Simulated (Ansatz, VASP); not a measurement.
## Al (Te/Al(110)): VASP beside Ansatz

Aim: how closely do two programs agree when they are given the same cell, functional and k mesh? The cell is taken from a series of runs on this material, whose earlier steps may have relaxed, scaled, displaced or heated it; both programs get it as it stands.

Calculated with Ansatz 0.2.0; plane waves, with VASP 6.6.1 beside it; PBE.

**1. Starting point**

The cell holds 20 atoms: 20 Al. Cell: a = 8.100 Å, b = 5.728 Å, c = 24.750 Å, α = 90.0°, β = 90.0°, γ = 90.0°. Vacuum lies along c.

**2. VASP: single point, PBE**

With cell and atoms fixed, the geometry can't cause a difference; cores, projectors, grids and the points listed under the comparison can.

Lines of VASP's logs that name or quote its potential files are left out, and so is its time.

The input, INCAR:

```
SYSTEM = Al
PREC = Accurate
ENCUT = 400
EDIFF = 1E-06
NELM = 120
ISMEAR = -1
SIGMA = 0.1
LREAL = .FALSE.
ALGO = Normal
GGA = PE
NBANDS = 50
LORBIT = 11
LWAVE = .FALSE.
LCHARG = .FALSE.
ISIF = 2
LDIPOL = .TRUE.
IDIPOL = 3
DIPOL = 0.5 0.5 0.48
LVHAR = .TRUE.
LASPH = .TRUE.
GGA_COMPAT = .FALSE.
NELMDL = -8
KPAR = 4
```

The input, POSCAR:

```
Al
1.0
    8.1000000000      0.0000000000      0.0000000000
    0.0000000000      5.7275649276      0.0000000000
    0.0000000000      0.0000000000     24.7502621437
Al
20
Direct
    0.0000000000      0.0000000000      0.3636325122
    0.2500000000      0.2500000000      0.4214860905
    0.9921394275      0.0009612648      0.4800251995
    0.2500000000      0.2500000000      0.5321841270
    0.0206428977      0.9976874713      0.5967070080
    0.0000000000      0.5000000000      0.3636325122
    0.2500000000      0.7500000000      0.4214860905
    0.9921394275      0.4990387352      0.4800251995
    0.2500000000      0.7500000000      0.5344490658
    0.0206428977      0.5023125287      0.5967070080
    0.5000000000      0.0000000000      0.3636325122
    0.7500000000      0.2500000000      0.4214860905
    0.5078605725      0.0009612648      0.4800251995
    0.7500000000      0.2500000000      0.5516353290
    0.4793571023      0.9976874713      0.5967070080
    0.5000000000      0.5000000000      0.3636325122
    0.7500000000      0.7500000000      0.4214860905
    0.5078605725      0.4990387352      0.4800251995
    0.7500000000      0.7500000000      0.5421139239
    0.4793571023      0.5023125287      0.5967070080
```

The input, KPOINTS:

```
Automatic mesh
0
Gamma
4 5 1
0 0 0
```

PAW data sets: Al (PBE family, release 64).

Run with:

```sh
$ mpirun -np 4 vasp_std
```

Numbers of over 12 decimals in the logs are rounded to 6 here.

Log:

```text
[banner, memory and clock lines left out]
running    4 mpi-ranks, on    1 nodes
 distrk:  each k-point on    1 cores,    4 groups
 distr:  one band on    1 cores,    1 groups

 POSCAR found type information on POSCAR Al
 POSCAR found :  1 types and      20 ions
|                                                                             |
|               ----> ADVICE to this user running VASP <----                  |
|                                                                             |
|     You have a (more or less) 'large supercell' and for larger cells it     |
|     might be more efficient to use real-space projection operators.         |
|     Therefore, try LREAL= Auto in the INCAR file.                           |
|     Mind: For very accurate calculation, you might also keep the            |
|     reciprocal projection scheme (i.e. LREAL=.FALSE.).                      |
|                                                                             |

 LDA part: xc-table for (Slater+PW92), standard interpolation
 POSCAR, INCAR and KPOINTS ok, starting setup
 FFT: planning ... GRIDC
 FFT: planning ... GRID_SOFT
 FFT: planning ... GRID
 WAVECAR not read
 entering main loop
       N       E                     dE             d eps       ncg     rms          rms(c)
DAV:   1     0.188113400111E+03    0.18811E+03   -0.14996E+04   900   0.675E+02
DAV:   2    -0.579496978275E+02   -0.24606E+03   -0.23340E+03  1238   0.136E+02
DAV:   3    -0.721929810137E+02   -0.14243E+02   -0.13705E+02  1062   0.320E+01
DAV:   4    -0.728310327099E+02   -0.63805E+00   -0.63591E+00  1424   0.801E+00
DAV:   5    -0.728562525895E+02   -0.25220E-01   -0.25210E-01  1422   0.160E+00
DAV:   6    -0.728573646156E+02   -0.11120E-02   -0.11119E-02  1480   0.286E-01
DAV:   7    -0.728574101861E+02   -0.45570E-04   -0.45570E-04  1420   0.572E-02
DAV:   8    -0.728574144439E+02   -0.42578E-05   -0.42577E-05  1352   0.131E-02    0.652E+00
DAV:   9    -0.696364698074E+02    0.32209E+01   -0.83696E+00  1042   0.654E+00    0.338E+00
DAV:  10    -0.693731262776E+02    0.26334E+00   -0.69355E-01  1114   0.225E+00    0.167E+00
DAV:  11    -0.692532813765E+02    0.11984E+00   -0.22963E-01  1084   0.119E+00    0.584E-01
DAV:  12    -0.692503355262E+02    0.29459E-02   -0.45031E-02  1108   0.910E-01    0.382E-01
DAV:  13    -0.692369370154E+02    0.13399E-01   -0.25717E-02  1058   0.826E-01    0.230E-01
DAV:  14    -0.692322424915E+02    0.46945E-02   -0.64102E-03  1150   0.323E-01    0.155E-01
[...]
DAV:  20    -0.692371175532E+02   -0.63734E-03   -0.46816E-05  1036   0.165E-02    0.537E-03
DAV:  21    -0.692372093171E+02   -0.91764E-04   -0.48057E-06  1110   0.551E-03    0.548E-03
DAV:  22    -0.692373023039E+02   -0.92987E-04   -0.30498E-06   854   0.327E-03    0.349E-03
DAV:  23    -0.692373214276E+02   -0.19124E-04   -0.76746E-07   852   0.186E-03    0.163E-03
DAV:  24    -0.692373406571E+02   -0.19230E-04   -0.16275E-06   788   0.188E-03    0.133E-03
DAV:  25    -0.692373422988E+02   -0.16416E-05   -0.23720E-07   838   0.989E-04    0.640E-04
DAV:  26    -0.692373555782E+02   -0.13279E-04   -0.53351E-07   722   0.109E-03    0.127E-03
DAV:  27    -0.692373561048E+02   -0.52659E-06   -0.30069E-08   674   0.556E-04
   1 F= -.69237356E+02 E0= -.69081668E+02  d E =-.311377E+00
```

Parts of OUTCAR (step 2):

```text
ion  position               nearest neighbor table
   1  0.000  0.000  0.364-   2 2.86   7 2.86  12 2.86  17 2.86   6 2.86   6 2.86   3 2.88
   2  0.250  0.250  0.421-   4 2.74   1 2.86   6 2.86  11 2.86  16 2.86   7 2.86   7 2.86  13 2.91
                             8 2.91  18 2.91   3 2.91
   3  0.992  0.001  0.480-  12 2.82  17 2.83   4 2.84   8 2.85   9 2.87   8 2.87  19 2.88   1 2.88
                             5 2.90   2 2.91   7 2.92  14 3.00
   4  0.250  0.250  0.532-   2 2.74   3 2.84   8 2.84  13 2.84  18 2.84   5 2.84  15 2.84  10 2.84
                            20 2.84   9 2.86   9 2.86
   5  0.021  0.998  0.597-   9 2.80  10 2.84   4 2.84  14 2.85  10 2.89   3 2.90  19 2.94
   6  0.000  0.500  0.364-   2 2.86   7 2.86  12 2.86  17 2.86   1 2.86   1 2.86   8 2.88
   7  0.250  0.750  0.421-   9 2.80   6 2.86   1 2.86  11 2.86  16 2.86   2 2.86   2 2.86  13 2.92
                             3 2.92  18 2.92   8 2.92
   8  0.992  0.499  0.480-  12 2.82  17 2.83   4 2.84   3 2.85   9 2.87   3 2.87  19 2.88   6 2.88
                            10 2.90   2 2.91   7 2.92  14 3.00
   9  0.250  0.750  0.534-   7 2.80   5 2.80  10 2.80  15 2.80  20 2.80   4 2.86   4 2.86   8 2.87
                            18 2.87   3 2.87  13 2.87
  10  0.021  0.502  0.597-   9 2.80   5 2.84   4 2.84  14 2.85   5 2.89   8 2.90  19 2.94
  11  0.500  0.000  0.364-   2 2.86   7 2.86  12 2.86  17 2.86  16 2.86  16 2.86  13 2.88
  12  0.750  0.250  0.421-   3 2.82   8 2.82  13 2.82  18 2.82  11 2.86   6 2.86  16 2.86   1 2.86
                            17 2.86  17 2.86  14 3.22
  13  0.508  0.001  0.480-  12 2.82  17 2.83   4 2.84  18 2.85   9 2.87  18 2.87  19 2.88  11 2.88
                            15 2.90   2 2.91   7 2.92  14 3.00
  14  0.750  0.250  0.552-   5 2.85  10 2.85  15 2.85  20 2.85  19 2.87  19 2.87  18 3.00   3 3.00
                            13 3.00   8 3.00  12 3.22
  15  0.479  0.998  0.597-   9 2.80  20 2.84   4 2.84  14 2.85  20 2.89  13 2.90  19 2.94
  16  0.500  0.500  0.364-   2 2.86   7 2.86  12 2.86  17 2.86  11 2.86  11 2.86  18 2.88
  17  0.750  0.750  0.421-   3 2.83   8 2.83  13 2.83  18 2.83  11 2.86   6 2.86  16 2.86   1 2.86
                            12 2.86  12 2.86  19 2.99
  18  0.508  0.499  0.480-  12 2.82  17 2.83   4 2.84  13 2.85   9 2.87  13 2.87  19 2.88  16 2.88
                            20 2.90   2 2.91   7 2.92  14 3.00
  19  0.750  0.750  0.542-  14 2.87  14 2.87  13 2.88   3 2.88  18 2.88   8 2.88  15 2.94   5 2.94
                            20 2.94  10 2.94  17 2.99
  20  0.479  0.502  0.597-   9 2.80  15 2.84   4 2.84  14 2.85  15 2.89  18 2.90  19 2.94

  LATTYP: Found a simple orthorhombic cell.
 ALAT       =     5.7275649276
 B/A-ratio  =     1.4142135624
 C/A-ratio  =     4.3212538760

 Subroutine GETGRP returns: Found  4 space group operations
 (whereof  1 operations were pure point group operations)

The static configuration has the point symmetry C_1 .
 The point group associated with its full space group is C_2v.

 Found      9 irreducible k-points:

   k-points           NKPTS =      9   k-points in BZ     NKDIM =      9   number of bands    NBANDS=     50

   dimension x,y,z NGX =    54 NGY =   40 NGZ =  162
   dimension x,y,z NGXF=   108 NGYF=   80 NGZF=  324

   ENCUT  =  400.0 eV  29.40 Ry    5.42 a.u.  13.21  9.34 40.36*2*pi/ulx,y,z

   NELECT =      60.0000    total number of electrons

 k-points in reciprocal lattice and weights: Automatic mesh
   0.00000000  0.00000000  0.00000000       0.050
   0.25000000  0.00000000  0.00000000       0.100
   0.50000000  0.00000000  0.00000000       0.050
   0.00000000  0.20000000  0.00000000       0.100
   0.25000000  0.20000000  0.00000000       0.200
   0.50000000  0.20000000  0.00000000       0.100
   0.00000000  0.40000000  0.00000000       0.100
   0.25000000  0.40000000  0.00000000       0.200
   0.50000000  0.40000000  0.00000000       0.100

 dipolmoment           0.000000      0.000000      0.003604 electrons x Angstroem

 average (electrostatic) potential at core
       1 -81.2898       2 -81.1809       3 -81.2045       4 -81.1297       5 -81.2782
       6 -81.2898       7 -81.1937       8 -81.2045       9 -81.1235      10 -81.2782
      11 -81.2898      12 -81.2091      13 -81.2045      14 -81.3127      15 -81.2782
      16 -81.2898      17 -81.1919      18 -81.2045      19 -81.2659      20 -81.2782

 E-fermi :  -0.4642

 k-point     1 :       0.0000    0.0000    0.0000
  band No.  band energies     occupation
    ...
     27      -1.5363      1.99996
     28      -1.3094      1.99957
     29      -1.2589      1.99929
     30      -1.1770      1.99840
     31      -0.6377      1.70013
     32      -0.2282      0.17250
     33      -0.0481      0.03071
     34       0.2030      0.00253
     35       0.2223      0.00209
     36       0.2811      0.00116
    ...

 k-point     2 :       0.2500    0.0000    0.0000
  band No.  band energies     occupation
    ...
     26      -1.7830      2.00000
     27      -1.6452      1.99999
     28      -1.3676      1.99976
     29      -1.1075      1.99679
     30      -0.8895      1.97197
     31      -0.1173      0.06043
     32      -0.0569      0.03348
     33      -0.0506      0.03145
     34       0.0887      0.00791
     35       0.0900      0.00781
    ...

 k-point     3 :       0.5000    0.0000    0.0000
  band No.  band energies     occupation
    ...
     29      -1.4692      1.99991
     30      -1.4191      1.99986
     31      -0.5351      1.34045
     32      -0.4144      0.75615
     33      -0.3651      0.54160
     34      -0.3452      0.46636
     35       0.1267      0.00541
     36       0.2315      0.00190
     37       0.4747      0.00017
     38       0.6232      0.00004
    ...

  Total       -6.9625438    -11.5836178     -4.5322584      0.0000000      0.0000000      0.0000000
  in kB       -9.7150196    -16.1629250     -6.3239788      0.0000000      0.0000000      0.0000000
  external PRESSURE =     -10.7339744 kB  Pullay stress =       0.0000000 kB

  energy-cutoff  :      400.00
  volume of cell :     1148.25
      direct lattice vectors                 reciprocal lattice vectors
     8.100000000  0.000000000  0.000000000     0.123456790  0.000000000  0.000000000
     0.000000000  5.727564928  0.000000000     0.000000000  0.174594267  0.000000000
     0.000000000  0.000000000 24.750262144     0.000000000  0.000000000  0.040403612

 POSITION                                       TOTAL-FORCE (eV/Angst)
 -----------------------------------------------------------------------------------
      0.00000      0.00000      9.00000        -0.010161     -0.016095      0.240274
      2.02500      1.43189     10.43189        -0.000000     -0.000000     -0.233542
      8.03633      0.00551     11.88075         0.029885      0.014803      0.076808
      2.02500      1.43189     13.17170        -0.000000     -0.000000      0.335123
      0.16721      5.71432     14.76865        -0.064773      0.048948     -0.223108
      0.00000      2.86378      9.00000        -0.010161      0.016095      0.240274
      2.02500      4.29567     10.43189        -0.000000     -0.000000     -0.109505
      8.03633      2.85828     11.88075         0.029885     -0.014803      0.076808
      2.02500      4.29567     13.22775        -0.000000     -0.000000     -0.025206
      0.16721      2.87703     14.76865        -0.064773     -0.048948     -0.223108
      4.05000      0.00000      9.00000         0.010161     -0.016095      0.240274
      6.07500      1.43189     10.43189        -0.000000     -0.000000     -0.069325
      4.11367      0.00551     11.88075        -0.029885      0.014803      0.076808
      6.07500      1.43189     13.65312        -0.000000     -0.000000     -0.284212
      3.88279      5.71432     14.76865         0.064773      0.048948     -0.223108
      4.05000      2.86378      9.00000         0.010161      0.016095      0.240274
      6.07500      4.29567     10.43189        -0.000000     -0.000000     -0.117828
      4.11367      2.85828     11.88075        -0.029885     -0.014803      0.076808
      6.07500      4.29567     13.41746        -0.000000     -0.000000      0.128596
      3.88279      2.87703     14.76865         0.064773     -0.048948     -0.223108
 -----------------------------------------------------------------------------------
    total drift:                               -0.000000     -0.000000      0.000019

  FREE ENERGIE OF THE ION-ELECTRON SYSTEM (eV)
  ---------------------------------------------------
  free  energy   TOTEN  =       -69.2373561048 eV

  energy  without entropy=      -68.9259795599  energy(sigma->0) =      -69.08166783

 vacuum level on the upper side and lower side of the slab         3.550         3.535

 total charge
# of ion       s       p       d       tot
------------------------------------------
    1        0.478   0.278   0.000   0.756
    2        0.434   0.330   0.000   0.764
    3        0.429   0.336   0.000   0.765
    4        0.429   0.344   0.000   0.773
    5        0.477   0.279   0.000   0.756
    6        0.478   0.278   0.000   0.756
    7        0.433   0.327   0.000   0.761
    8        0.429   0.336   0.000   0.765
    9        0.432   0.342   0.000   0.774
   10        0.477   0.279   0.000   0.756
   11        0.478   0.278   0.000   0.756
   12        0.435   0.327   0.000   0.762
   13        0.429   0.336   0.000   0.765
   14        0.443   0.303   0.000   0.746
   15        0.477   0.279   0.000   0.756
   16        0.478   0.278   0.000   0.756
   17        0.434   0.329   0.000   0.764
   18        0.429   0.336   0.000   0.765
   19        0.438   0.313   0.000   0.751
   20        0.477   0.279   0.000   0.756
--------------------------------------------------
tot          9.016   6.188   0.000  15.204

[... 3 further parts left out ...]
```

(Part 1 of 2 ends here.)

[Lines on the potential files, build, host, timing and source positions are cut from VASP's logs without a mark.]

[Logs are printed without paths, hosts, clocks, repeated set-up lines and the standing remarks that a program may print on its own settings, such as how far it seeks lower states.]

[Hosts, paths, dates, database ids (printed as entryN), source tags and the programs' standing remarks are cut or masked in the printed files.]
